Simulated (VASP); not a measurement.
Level of theory: eigenvalue-self-consistent GW0 on PBE orbitals, VASP's PBE PAW potentials (set 64) (plane waves; VASP).

VASP ran on this input.

INCAR:
```
SYSTEM = InP
PREC = Normal; ENCUT = 500; LREAL = F
LASPH = T; NBANDS = 160
ALGO = EVGW0
ISMEAR = 0; SIGMA = 0.01
GGA = PE
LWAVE = F; LCHARG = F
NELMGW = 4; NOMEGA = 64; ENCUTGW = 200
NBANDSGW = 17; LSPECTRALGW = T
```

File POSCAR:
```
InP
1.0
  0.0000000000   2.9350000000   2.9350000000
  2.9350000000   0.0000000000   2.9350000000
  2.9350000000   2.9350000000   0.0000000000
In P
1 1
Cart
  0.0000000000   0.0000000000   0.0000000000
  1.4675000000   1.4675000000   1.4675000000
```

KPOINTS:
```
Automatic mesh
0
Gamma
4 4 4
0 0 0
```

POTCAR, in this order: In_d_GW P_GW (PBE.64 set). Program: vasp_std. Read from the step before: WAVECAR, WAVEDER.

What VASP printed:

### OSZICAR
```
energies w=
    0.000    0.000    0.304    0.000    0.608    0.000    0.910    0.000
    1.210    0.000    1.508    0.000    1.802    0.000    2.093    0.000
    2.380    0.000    2.664    0.000    2.943    0.000    3.219    0.000
    3.491    0.000    3.759    0.000    4.023    0.000    4.285    0.000
    4.544    0.000    4.801    0.000    5.055    0.000    5.309    0.000
    5.561    0.000    5.814    0.000    6.066    0.000    6.319    0.000
    6.574    0.000    6.831    0.000    7.091    0.000    7.355    0.000
    7.623    0.000    7.897    0.000    8.177    0.000    8.464    0.000
    8.760    0.000    9.067    0.000    9.384    0.000    9.715    0.000
   10.061    0.000   10.423    0.000   10.806    0.000   11.210    0.000
   11.640    0.000   12.099    0.000   12.592    0.000   13.125    0.000
   13.702    0.000   14.333    0.000   15.025    0.000   15.791    0.000
   16.646    0.000   17.605    0.000   18.693    0.000   19.938    0.000
   21.380    0.000   23.070    0.000   25.080    0.000   27.511    0.000
   30.510    0.000   34.302    0.000   39.246    0.000   45.952    0.000
   55.554    0.000   70.412    0.000   96.405    0.000  153.369    0.000
NQ=   1    0.0000    0.0000    0.0000,
 performed        217000 updates of chi_q(r,r)
NQ=   2    0.2500    0.0000    0.0000,
 performed        586000 updates of chi_q(r,r)
NQ=   3    0.5000    0.0000    0.0000,
 performed        912000 updates of chi_q(r,r)
NQ=   4    0.2500    0.2500    0.0000,
 performed       1281000 updates of chi_q(r,r)
NQ=   5    0.5000    0.2500    0.0000,
 performed       1770000 updates of chi_q(r,r)
NQ=   6   -0.2500    0.2500    0.0000,
 performed       2215000 updates of chi_q(r,r)
NQ=   7    0.5000    0.5000    0.0000,
 performed       2508000 updates of chi_q(r,r)
NQ=   8   -0.2500    0.5000    0.2500,
 performed       2866000 updates of chi_q(r,r)
 resolving degeneracies of screened two electron integrals
NQ=   1    0.0000    0.0000    0.0000,
 performed        217000 updates of chi_q(r,r)
NQ=   2    0.2500    0.0000    0.0000,
 performed        586000 updates of chi_q(r,r)
NQ=   3    0.5000    0.0000    0.0000,
 performed        912000 updates of chi_q(r,r)
NQ=   4    0.2500    0.2500    0.0000,
 performed       1281000 updates of chi_q(r,r)
NQ=   5    0.5000    0.2500    0.0000,
 performed       1770000 updates of chi_q(r,r)
NQ=   6   -0.2500    0.2500    0.0000,
 performed       2215000 updates of chi_q(r,r)
NQ=   7    0.5000    0.5000    0.0000,
 performed       2508000 updates of chi_q(r,r)
NQ=   8   -0.2500    0.5000    0.2500,
 performed       2866000 updates of chi_q(r,r)
 resolving degeneracies of screened two electron integrals
NQ=   1    0.0000    0.0000    0.0000,
 performed        217000 updates of chi_q(r,r)
NQ=   2    0.2500    0.0000    0.0000,
 performed        586000 updates of chi_q(r,r)
NQ=   3    0.5000    0.0000    0.0000,
 performed        912000 updates of chi_q(r,r)
NQ=   4    0.2500    0.2500    0.0000,
 performed       1281000 updates of chi_q(r,r)
NQ=   5    0.5000    0.2500    0.0000,
 performed       1770000 updates of chi_q(r,r)
NQ=   6   -0.2500    0.2500    0.0000,
 performed       2215000 updates of chi_q(r,r)
NQ=   7    0.5000    0.5000    0.0000,
 performed       2508000 updates of chi_q(r,r)
NQ=   8   -0.2500    0.5000    0.2500,
 performed       2866000 updates of chi_q(r,r)
 resolving degeneracies of screened two electron integrals
NQ=   1    0.0000    0.0000    0.0000,
 performed        217000 updates of chi_q(r,r)
NQ=   2    0.2500    0.0000    0.0000,
 performed        586000 updates of chi_q(r,r)
NQ=   3    0.5000    0.0000    0.0000,
 performed        912000 updates of chi_q(r,r)
NQ=   4    0.2500    0.2500    0.0000,
 performed       1281000 updates of chi_q(r,r)
NQ=   5    0.5000    0.2500    0.0000,
 performed       1770000 updates of chi_q(r,r)
NQ=   6   -0.2500    0.2500    0.0000,
 performed       2215000 updates of chi_q(r,r)
NQ=   7    0.5000    0.5000    0.0000,
 performed       2508000 updates of chi_q(r,r)
NQ=   8   -0.2500    0.5000    0.2500,
 performed       2866000 updates of chi_q(r,r)
 resolving degeneracies of screened two electron integrals
```

File OUTCAR:
```


 k-point   1 :       0.0000    0.0000    0.0000
  band No. old QP-enery  QP-energies   sigma(KS)   T+V_ion+V_H  V^pw_x(r,r')   Z            occupation Imag(sigma)

      1     -13.1484     -13.1987     -19.4912       6.2702     -25.3340       0.6920       2.0000       0.2577
      2     -13.1484     -13.1987     -19.4912       6.2702     -25.3340       0.6920       2.0000       0.2577
      3     -13.1484     -13.1987     -19.4912       6.2702     -25.3340       0.6920       2.0000       0.2577
      4     -13.0660     -13.1183     -19.6458       6.5043     -25.3573       0.6926       2.0000       0.1524
      5     -13.0660     -13.1183     -19.6458       6.5043     -25.3573       0.6926       2.0000       0.1524
      6      -8.2022      -8.2212     -11.9482       3.7148     -18.2523       0.6081       2.0000       0.8316
      7       3.3001       3.2940     -12.8578      16.1496     -14.0678       0.7401       2.0000       0.0504
      8       3.3001       3.2940     -12.8578      16.1496     -14.0678       0.7401       2.0000       0.0504
      9       3.3001       3.2940     -12.8578      16.1496     -14.0678       0.7401       2.0000       0.0504
     10       4.6060       4.6028     -10.8985      15.5003      -6.8476       0.7566       0.0000      -0.0566
     11       8.0479       8.0458      -9.9114      17.9565      -5.4658       0.7487       0.0000      -0.0787
     12       8.0479       8.0458      -9.9114      17.9565      -5.4658       0.7487       0.0000      -0.0787
     13       8.0479       8.0458      -9.9114      17.9565      -5.4658       0.7487       0.0000      -0.0787
     14      12.2453      12.2439      -8.2822      20.5257      -2.7989       0.7543       0.0000      -0.2536
     15      13.4344      13.4333     -10.0739      23.5067      -4.5767       0.7223       0.0000      -0.2567
     16      13.4344      13.4333     -10.0739      23.5067      -4.5767       0.7223       0.0000      -0.2567
     17      14.7096      14.7084      -7.9396      22.6476      -2.2601       0.7455       0.0000      -0.4430

 k-point   2 :       0.2500    0.0000    0.0000
  band No. old QP-enery  QP-energies   sigma(KS)   T+V_ion+V_H  V^pw_x(r,r')   Z            occupation Imag(sigma)

      1     -13.1166     -13.1658     -19.2631       6.0751     -25.1919       0.6897       2.0000       0.3001
      2     -13.1326     -13.1827     -19.5221       6.3172     -25.3553       0.6944       2.0000       0.2534
      3     -13.1326     -13.1827     -19.5221       6.3172     -25.3553       0.6944       2.0000       0.2534
      4     -13.0606     -13.1125     -19.6451       6.5098     -25.3629       0.6948       2.0000       0.1575
      5     -13.0606     -13.1125     -19.6451       6.5098     -25.3629       0.6948       2.0000       0.1575
      6      -7.5682      -7.5854     -12.2787       4.6838     -18.3196       0.6436       2.0000       0.8223
      7      -0.2407      -0.2494     -11.9395      11.6866     -14.1102       0.7155       2.0000       0.1128
      8       2.7115       2.7050     -12.5520      15.2548     -13.9128       0.7381       2.0000       0.0547
      9       2.7115       2.7050     -12.5520      15.2548     -13.9128       0.7381       2.0000       0.0547
     10       5.7051       5.7024     -10.4573      16.1588      -6.3141       0.7551       0.0000      -0.0613
     11       8.7555       8.7536      -9.9996      18.7525      -5.3500       0.7420       0.0000      -0.0942
     12       8.7555       8.7536      -9.9996      18.7525      -5.3500       0.7420       0.0000      -0.0942
     13       9.2113       9.2092     -10.2743      19.4827      -5.4125       0.7291       0.0000      -0.1125
     14      12.4641      12.4628      -9.4100      21.8724      -4.1340       0.7352       0.0000      -0.2239
     15      12.4641      12.4628      -9.4100      21.8724      -4.1340       0.7352       0.0000      -0.2239
     16      12.7073      12.7059      -7.6782      20.3836      -2.3341       0.7422       0.0000      -0.2506
     17      16.0944      16.0932      -8.8920      24.9848      -2.9078       0.7314       0.0000      -0.5008

 k-point   3 :       0.5000    0.0000    0.0000
  band No. old QP-enery  QP-energies   sigma(KS)   T+V_ion+V_H  V^pw_x(r,r')   Z            occupation Imag(sigma)

      1     -13.1061     -13.1547     -19.0934       5.9164     -25.0850       0.6852       2.0000       0.3255
      2     -13.1258     -13.1762     -19.5386       6.3403     -25.3570       0.6954       2.0000       0.2453
      3     -13.1258     -13.1762     -19.5386       6.3403     -25.3570       0.6954       2.0000       0.2453
      4     -13.0457     -13.0971     -19.6605       6.5411     -25.3894       0.6964       2.0000       0.1653
      5     -13.0457     -13.0971     -19.6605       6.5411     -25.3894       0.6964       2.0000       0.1653
      6      -6.5498      -6.5659     -12.9212       6.3471     -18.5977       0.6595       2.0000       0.7235
      7      -2.5774      -2.5886     -11.2192       8.6254     -14.5025       0.6831       2.0000       0.2631
      8       2.2690       2.2621     -12.4123      14.6719     -13.9429       0.7342       2.0000       0.0594
      9       2.2690       2.2621     -12.4123      14.6719     -13.9429       0.7342       2.0000       0.0594
     10       5.3944       5.3916     -10.3226      15.7133      -6.2476       0.7593       0.0000      -0.0593
     11       8.7367       8.7348      -9.6408      18.3750      -5.0301       0.7424       0.0000      -0.0919
     12       8.7367       8.7348      -9.6408      18.3750      -5.0301       0.7424       0.0000      -0.0919
     13      10.7733      10.7715      -8.7744      19.5452      -3.4691       0.7236       0.0000      -0.1767
     14      13.2078      13.2062      -9.0547      22.2603      -3.3076       0.7170       0.0000      -0.2903
     15      14.6188      14.6181     -10.2086      24.8264      -4.2074       0.7396       0.0000      -0.4239
     16      14.6188      14.6181     -10.2086      24.8264      -4.2074       0.7396       0.0000      -0.4239
     17      16.3042      16.3033     -10.2470      26.5500      -3.8725       0.7315       0.0000      -0.6342

 k-point   4 :       0.2500    0.2500    0.0000
  band No. old QP-enery  QP-energies   sigma(KS)   T+V_ion+V_H  V^pw_x(r,r')   Z            occupation Imag(sigma)

      1     -13.1364     -13.1861     -19.2054       5.9966     -25.1566       0.6860       2.0000       0.3125
      2     -13.1091     -13.1587     -19.5587       6.3784     -25.3881       0.6962       2.0000       0.2491
      3     -13.1091     -13.1587     -19.5587       6.3784     -25.3881       0.6962       2.0000       0.2491
      4     -13.0802     -13.1327     -19.5966       6.4405     -25.3162       0.6918       2.0000       0.1597
      5     -13.0495     -13.1013     -19.6653       6.5414     -25.3812       0.6959       2.0000       0.1586
      6      -7.3445      -7.3618     -12.3345       4.9630     -18.2949       0.6405       2.0000       0.8080
      7      -0.1042      -0.1129     -12.3593      12.2430     -14.4201       0.7150       2.0000       0.1031
      8       1.8125       1.8054     -12.0734      13.8762     -13.6957       0.7317       2.0000       0.0646
      9       1.8125       1.8054     -12.0734      13.8762     -13.6957       0.7317       2.0000       0.0646
     10       6.3241       6.3218      -9.3774      15.6984      -5.2778       0.7617       0.0000      -0.0640
     11       7.0270       7.0244     -10.4474      17.4709      -6.0806       0.7435       0.0000      -0.0729
     12      10.3738      10.3720     -10.5284      20.8998      -5.3807       0.7244       0.0000      -0.1491
     13      10.3738      10.3720     -10.5284      20.8998      -5.3807       0.7244       0.0000      -0.1491
     14      10.7220      10.7203      -9.1983      19.9180      -4.2383       0.7369       0.0000      -0.1502
     15      13.9835      13.9826     -10.0616      24.0439      -4.3647       0.7306       0.0000      -0.3148
     16      15.8647      15.8636      -9.0158      24.8791      -2.9936       0.7407       0.0000      -0.5012
     17      16.8690      16.8680      -8.2326      25.1002      -2.3615       0.7419       0.0000      -0.5622

 k-point   5 :       0.5000    0.2500    0.0000
  band No. old QP-enery  QP-energies   sigma(KS)   T+V_ion+V_H  V^pw_x(r,r')   Z            occupation Imag(sigma)

      1     -13.1185     -13.1674     -19.0808       5.8907     -25.0900       0.6832       2.0000       0.3402
      2     -13.1023     -13.1519     -19.5587       6.3853     -25.3766       0.6970       2.0000       0.2390
      3     -13.0945     -13.1438     -19.5895       6.4244     -25.4077       0.6982       2.0000       0.2429
      4     -13.0730     -13.1250     -19.6004       6.4525     -25.3295       0.6936       2.0000       0.1656
      5     -13.0419     -13.0932     -19.6668       6.5514     -25.3908       0.6978       2.0000       0.1631
      6      -6.2748      -6.2904     -12.9280       6.6295     -18.5269       0.6604       2.0000       0.6955
      7      -2.1535      -2.1644     -11.7666       9.5973     -14.8068       0.6892       2.0000       0.2130
      8       0.4629       0.4547     -11.3916      11.8432     -13.3537       0.7182       2.0000       0.0896
      9       1.4617       1.4542     -11.9967      13.4481     -13.7690       0.7267       2.0000       0.0696
     10       6.3893       6.3868      -9.6064      15.9924      -5.4721       0.7572       0.0000      -0.0652
     11       8.3424       8.3402     -10.4243      18.7637      -5.6861       0.7326       0.0000      -0.0952
     12      10.0174      10.0155      -9.5733      19.5881      -4.6885       0.7379       0.0000      -0.1304
     13      10.6316      10.6300     -10.1065      20.7359      -4.9089       0.7263       0.0000      -0.1628
     14      13.2592      13.2576      -9.9325      23.1895      -3.9861       0.7104       0.0000      -0.3397
     15      14.7596      14.7589     -10.3416      25.1001      -4.2965       0.7295       0.0000      -0.4328
     16      15.9360      15.9351     -10.4446      26.3795      -4.1310       0.7259       0.0000      -0.5704
     17      15.9678      15.9668      -8.5575      24.5240      -2.6803       0.7419       0.0000      -0.4825

 k-point   6 :      -0.2500    0.2500    0.0000
  band No. old QP-enery  QP-energies   sigma(KS)   T+V_ion+V_H  V^pw_x(r,r')   Z            occupation Imag(sigma)

...
```
(Selected blocks of OUTCAR.)

The mesh is coarse and the basis finite, so the quasiparticle values are not converged.

The compound is InP in the zinc blende structure. The cell was not relaxed at this level. The k-mesh is coarse (spacing up to 0.46 per Å, 2π included), so the numbers may not be converged in it.
